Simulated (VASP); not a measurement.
Take Ba (bcc), against free atoms with fixed spin and no zero-point term, in VASP with PAW potentials, and its cohesive energy.

Q: One run gives 2.09 eV/atom. Which level is it?
A. LDA
B. PBE
C. revTPSS
D. AM05

A: C, revTPSS.  The others give 1.86 (PBE), 2.24 (LDA), 1.90 (AM05).

Only levels that ran to the end are used. Left out are those held back, those with too coarse a band path, GW runs whose mesh misses a band edge, hybrids' fits of cells that aren't cubic and levels without matching references; a question may draw on a part of the rest.

The compound is Ba in the bcc structure.
